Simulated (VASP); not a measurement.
VASP runs on MnS (space group Fm-3m) share one base input (PBE GGA, plane waves, VASP's PBE PAW potentials (set 64)) and change the settings named in each case.

INCAR:
```
EDIFF  =  1E-6   # SCF stop (eV)
PREC  =  Accurate
LORBIT  =  11   # lm-projected
SYSTEM  =  MnS
MAGMOM  =  0.0 4.0
LWAVE  =  .FALSE.
NELM  =  100
ISMEAR  =  0   # Gaussian
LCHARG  =  .FALSE.
ISPIN  =  2   # spin-polarised
LASPH  =  .TRUE.   # aspherical one-centre terms
LREAL  =  .FALSE.
ENCUT  =  300
SIGMA  =  0.2
ALGO  =  Normal   # blocked Davidson
LMAXMIX  =  4   # l cut-off of mixed one-centre charges
ISIF  =  2   # forces and stress, cell fixed
GGA  =  PE   # PBE
```

POSCAR:
```
MnS
1.0
  0.0000000000   2.4802500000   2.4802500000
  2.4802500000   0.0000000000   2.4802500000
  2.4802500000   2.4802500000   0.0000000000
S Mn
1 1
Cart
  0.0000000000   0.0000000000   0.0000000000
  2.4802500000   2.4802500000   2.4802500000
```

File KPOINTS:
```
Automatic mesh
0
Gamma
9 9 9
0 0 0
```

POTCAR, in this order: S Mn_pv (PBE.64 set). Program: vasp_std.

```json
[
 {"change": "base run", "E(σ→0) (eV/atom)": "-7.0189", "pressure (GPa)": "4.10", "moment (μB)": "4.16", "−TS (eV)": "-0.0274"},
 {"change": "GGA = PS", "E(σ→0) (eV/atom)": "-7.4889", "pressure (GPa)": "[?]", "moment (μB)": "[?]", "−TS (eV)": "[?]"},
 {"change": "KPOINTS 2×2×2 Γ-centred mesh", "E(σ→0) (eV/atom)": "-6.9252", "pressure (GPa)": "-9.29", "moment (μB)": "3.00", "−TS (eV)": "-0.0132"},
 {"change": "LDAU = .TRUE., LDAUJ = 0 0, LDAUL = -1 2, LDAUTYPE = 2, LDAUU = 0 7.0", "E(σ→0) (eV/atom)": "-5.9325", "pressure (GPa)": "[?]", "moment (μB)": "[?]", "−TS (eV)": "[?]"}
]
```

Complete the blanks.

- GGA = PS, pressure (GPa): -1.71
- GGA = PS, moment (μB): 4.11
- GGA = PS, −TS (eV): -0.0267
- LDAU = .TRUE., LDAUJ = 0 0, LDAUL = -1 2, LDAUTYPE = 2, LDAUU = 0 7.0, pressure (GPa): 25.80
- LDAU = .TRUE., LDAUJ = 0 0, LDAUL = -1 2, LDAUTYPE = 2, LDAUU = 0 7.0, moment (μB): 5.00
- LDAU = .TRUE., LDAUJ = 0 0, LDAUL = -1 2, LDAUTYPE = 2, LDAUU = 0 7.0, −TS (eV): -0.0003

Energies of different potentials or functionals have different zeros.  The moments were started parallel, and other spin orders were not tried in this run. At 300 eV the pressure can carry a Pulay error.

Left out are runs that ran out of time, are held back, or changed the cell or the kind of run, fixed moments of cells without a moment, rows past the twelfth, gaps on odd meshes, pressures of charged cells and columns that move by less than the noise.

The structure was generated: MnS was put into an ordered model structure, which need not be its known phase. The cell was not relaxed at this level, its lattice was scaled by up to 2.5 %.
